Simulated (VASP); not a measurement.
# Al under a change of volume

Wanted: the elastic response of Al to a change of volume, with a fit that predicts a row left out.

Calculated with VASP 6.6.1; PBEsol; plane waves and PAW (Al), in the first sound run; inputs show where later runs differ.

## 1. Set-up

The structure is cubic, space group Fm-3m (No. 225). Conventional cell: a = 4.050 Å, b = 4.050 Å, c = 4.050 Å, α = 90.00°, β = 90.00°, γ = 90.00°. Nearest to Al lie 12 Al at 2.86 Å.

## 2. Relax the crystal, PBEsol

The series starts from the cell that this level prefers, so that zero strain is near zero stress.

This step took 2 runs in a row; the last is shown.

Level: PBEsol; plane waves and PAW (Al).

Contents of INCAR:

```
SYSTEM = Al
PREC = Accurate
ENCUT = 450
EDIFF = 1E-07
NELM = 120
ISMEAR = 1
SIGMA = 0.15
LREAL = .FALSE.
ALGO = Normal
GGA = PS
NBANDS = 7
LASPH = .TRUE.
LORBIT = 11
LWAVE = .FALSE.
LCHARG = .FALSE.
KPAR = 8
IBRION = 2
NSW = 40
ISIF = 3
EDIFFG = -0.005
POTIM = 0.4
```

Contents of POSCAR:

```
Al
1.0
    0.0000000000      2.0077469265      2.0077469265
    2.0077469265      0.0000000000      2.0077469265
    2.0077469265      2.0077469265      0.0000000000
Al
1
Direct
    0.0000000000      0.0000000000      0.0000000000
```

Contents of KPOINTS:

```
Automatic mesh
0
Gamma
25 25 25
0 0 0
```

PAW data sets: Al (PBE family, release 64).

Run with:

```console
mpirun -np 8 vasp_std
```

What it wrote:

```text
[banner, memory and clock lines left out]
running    8 mpi-ranks, on    1 nodes
[...]
|                                                                             |
|           W    W    AA    RRRRR   N    N  II  N    N   GGGG   !!!           |
|           W    W   A  A   R    R  NN   N  II  NN   N  G    G  !!!           |
|           W    W  A    A  R    R  N N  N  II  N N  N  G       !!!           |
|           W WW W  AAAAAA  RRRRR   N  N N  II  N  N N  G  GGG   !            |
|           WW  WW  A    A  R   R   N   NN  II  N   NN  G    G                |
|           W    W  A    A  R    R  N    N  II  N    N   GGGG   !!!           |
|                                                                             |
|     For optimal performance we recommend to set                             |
|       NCORE = 2 up to number-of-cores-per-socket                            |
|     NCORE specifies how many cores store one orbital (NPAR=cpu/NCORE).      |
|     This setting can greatly improve the performance of VASP for DFT.       |
[...]
|     You enforced a specific xc type in the INCAR file but a different       |
|     [... a line on the potential file left out ...]
|     I HOPE YOU KNOW WHAT YOU ARE DOING!                                     |
|                                                                             |

 LDA part: xc-table for (Slater+PW92), standard interpolation
 POSCAR, INCAR and KPOINTS ok, starting setup
[...]
entering main loop
       N       E                     dE             d eps       ncg     rms          rms(c)
DAV:   1    -0.280123152143E+01   -0.28012E+01   -0.78726E+02  6601   0.201E+02
DAV:   2    -0.411372034518E+01   -0.13125E+01   -0.12895E+01  8645   0.202E+01
DAV:   3    -0.412133603667E+01   -0.76157E-02   -0.76084E-02  8785   0.168E+00
DAV:   4    -0.412135099401E+01   -0.14957E-04   -0.14957E-04  9751   0.631E-02
[...]
DAV:   9    -0.409249865611E+01    0.70904E-06   -0.33328E-07  8610   0.292E-03    0.800E-04
DAV:  10    -0.409249842951E+01    0.22660E-06   -0.37079E-09  8799   0.412E-04    0.460E-04
DAV:  11    -0.409249842710E+01    0.24178E-08   -0.83677E-11  4452   0.523E-05
   1 F= -.40924984E+01 E0= -.40925286E+01  d E =-.409250E+01
[...]
reached required accuracy - stopping structural energy minimisation
```

Run time: 8.4 s. Hardware: 8 MPI ranks of AMD EPYC 7R43, shared host; peak memory 0.91 GiB; 62 s of CPU time.

The logs omit lines about the potential files and the build; timing stands in the text.

From OUTCAR (step 2):

```text
  Total       -0.0003737     -0.0003737     -0.0003737     -0.0000000      0.0000000     -0.0000000
  in kB       -0.0369920     -0.0369920     -0.0369920     -0.0000000      0.0000000     -0.0000000
  external PRESSURE =      -0.0369920 kB  Pullay stress =       0.0000000 kB

 POSITION                                       TOTAL-FORCE (eV/Angst)
 -----------------------------------------------------------------------------------
      0.00000      0.00000      0.00000         0.000000      0.000000      0.000000
 -----------------------------------------------------------------------------------
    total drift:                               -0.000000     -0.000000     -0.000000

  FREE ENERGIE OF THE ION-ELECTRON SYSTEM (eV)
  ---------------------------------------------------
  free  energy   TOTEN  =        -4.0924984271 eV

  energy  without entropy=       -4.0925889665  energy(sigma->0) =       -4.09252861

 reached required accuracy - stopping structural energy minimisation

[... 3 further parts left out ...]
[key lines of the parts left out:]
E-fermi :   8.1912
```

Numbers from this step:

* energy(sigma→0) of the program: -4.0925 eV
* stress, compression positive: xx, yy, zz 0.00, 0.00, 0.00 GPa
* volume: 16.187 Å³
* ionic steps: 1

## 3. Relax at fixed volume, PBEsol

One member in full: the volume is scaled by 1.06, and the cell is held.

Level: PBEsol; plane waves and PAW (Al).

INCAR, as its differences from that of step 2:

```diff
@@ -15,7 +15,8 @@
 LCHARG = .FALSE.
-KPAR = 8
+KPAR = 2
 IBRION = 2
 NSW = 40
-ISIF = 3
-EDIFFG = -0.005
+ISIF = 2
+EDIFFG = -0.004
 POTIM = 0.4
+MAXMIX = 40
```

Contents of POSCAR:

```
Al
1.0
    0.0000000000      2.0471245104      2.0471245104
    2.0471245104      0.0000000000      2.0471245104
    2.0471245104      2.0471245104      0.0000000000
Al
1
Direct
    0.0000000000      0.0000000000      0.0000000000
```

KPOINTS is that of step 2.

Run with:

```console
mpirun -np 2 vasp_std
```

What it wrote:

```text
[banner, memory and clock lines left out]
running    2 mpi-ranks, on    1 nodes
[...]
[... a notice as in an earlier step ...]

 LDA part: xc-table for (Slater+PW92), standard interpolation
 POSCAR, INCAR and KPOINTS ok, starting setup
[...]
entering main loop
       N       E                     dE             d eps       ncg     rms          rms(c)
DAV:   1    -0.276897191630E+01   -0.27690E+01   -0.77553E+02  6552   0.201E+02
DAV:   2    -0.409886345812E+01   -0.13299E+01   -0.12831E+01  8554   0.198E+01
DAV:   3    -0.410706539020E+01   -0.82019E-02   -0.81935E-02  8729   0.172E+00
DAV:   4    -0.410708376425E+01   -0.18374E-04   -0.18373E-04  9653   0.694E-02
[...]
DAV:   9    -0.407901352389E+01    0.71900E-06   -0.40964E-07  8484   0.304E-03    0.977E-04
DAV:  10    -0.407901319647E+01    0.32742E-06   -0.58840E-09  8953   0.513E-04    0.215E-04
DAV:  11    -0.407901319112E+01    0.53584E-08   -0.14960E-10  4431   0.677E-05
   1 F= -.40790132E+01 E0= -.40789711E+01  d E =-.407901E+01
[...]
reached required accuracy - stopping structural energy minimisation
```

Elapsed: 18 s, on 2 MPI ranks; peak memory 0.24 GiB.

OUTCAR, selected parts (step 3):

```text
  Total       -0.4534412     -0.4534412     -0.4534412      0.0000000     -0.0000000      0.0000000
  in kB      -42.3417461    -42.3417461    -42.3417461      0.0000000     -0.0000000      0.0000000
  external PRESSURE =     -42.3417461 kB  Pullay stress =       0.0000000 kB

 POSITION                                       TOTAL-FORCE (eV/Angst)
 -----------------------------------------------------------------------------------
      0.00000      0.00000      0.00000         0.000000     -0.000000      0.000000
 -----------------------------------------------------------------------------------
    total drift:                               -0.000000      0.000000      0.000000

  FREE ENERGIE OF THE ION-ELECTRON SYSTEM (eV)
  ---------------------------------------------------
  free  energy   TOTEN  =        -4.0790131911 eV

  energy  without entropy=       -4.0788869279  energy(sigma->0) =       -4.07897110

[... 2 parts as in an earlier step ...]

[... 2 further parts left out ...]
[key lines of the parts left out:]
E-fermi :   7.5901
```

Numbers from this step:

* energy(sigma→0) of the program: -4.0790 eV
* stress, compression positive: xx, yy, zz -4.23, -4.23, -4.23 GPa
* ionic steps: 1

## 4. The table

The other members went through these steps as far as the tables show, with the same cutoff and, step by step, the same mesh; 9 runs are not shown. The session took 0.14 core hours (wall time by ranks) on a shared machine.

```
volume over the relaxed volume  volume (Å³/atom)  pressure (GPa)  energy above the unstrained row, extrapolated to no smearing (meV/atom)
                         0.940            15.215           5.877                                                                   17.033
                         0.960            15.539               ?                                                                        ?
                         0.980            15.863           1.751                                                                    1.781
                         0.990            16.025           0.850                                                                    0.445
                             1            16.187          -0.004                                                                    0.000
                         1.010            16.349          -0.812                                                                    0.401
                         1.020            16.510          -1.576                                                                    1.601
                         1.040            16.834          -2.982                                                                    6.231
                         1.060            17.158          -4.234                                                                   13.557
```

## 5. Stress from the known rows

Fitting a cubic to the 8 known rows (u: logarithm of the volume ratio) gives pressure = − 119.8 u³ + 186.4 u² − 83.06 u − 0.003794 in GPa; the residuals are 1.8e-4 GPa r.m.s.

For the withheld row, u = -0.04082, the fit gives 3.706 GPa.

## 6. Prediction against calculation

The calculation gives 3.705 GPa, so the prediction is 0.001 GPa too high.

A cubic of the pressure in ln(V/V₀) through all rows has the slope −B at V₀: B = 83 GPa, and its curvature gives B′ = 4.5.

## 7. What came out

```json
{
  "error of the predicted pressure": "0.001 GPa",
  "bulk modulus": "83 GPa"
}
```

In words: These are static values: temperature and zero-point motion are left out. In a metal the slopes also depend on mesh and smearing, which were held through the series.

[Lines on the potential files, build, host, timing and source positions are cut from VASP's logs without a mark.]

[Logs are printed without paths, hosts, clocks, repeated set-up lines and the standing remarks that a program may print on its own settings, such as how far it seeks lower states.]

[Hosts, paths, dates, database ids (printed as entryN), source tags and the programs' standing remarks are cut or masked in the printed files.]

[In band tables of VASP the shares of atoms and orbitals are scaled to a sum of 1 inside the atoms' spheres.]
